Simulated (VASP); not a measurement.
Input:

```
CELL_PARAMETERS angstrom
      2.59356     1.49739     4.54409
     -2.59356     1.49739     4.54409
      0.00000    -2.99479     4.54409
ATOMIC_POSITIONS crystal
  Li 0.25000 0.25000 0.25000
  Li 0.75000 0.75000 0.75000
  Nb 0.50000 0.50000 0.50000
  Nb 0.00000 0.00000 0.00000
  O  0.13055 0.36945 0.75000
  O  0.86945 0.63055 0.25000
  O  0.75000 0.13055 0.36945
  O  0.25000 0.86945 0.63055
  O  0.36945 0.75000 0.13055
  O  0.63055 0.25000 0.86945
```

All values below come from PBEsol GGA, VASP's PBE PAW potentials (set 64) (plane waves; VASP). Run with 520 eV cut-off, 6×6×6 Γ-centred mesh, tetrahedra with Blöchl corrections, potentials Li_sv Nb_sv O.

**Question.** Estimate the energy per atom (σ→0).

**Answer.** 
```
Property                        Value
---------------------  --------------
energy per atom (σ→0)  -8.318 eV/atom
```

The structure comes from a computed database's LiNbO3 entry (R-3c); how it stands against other phases isn't given here. It was relaxed first.
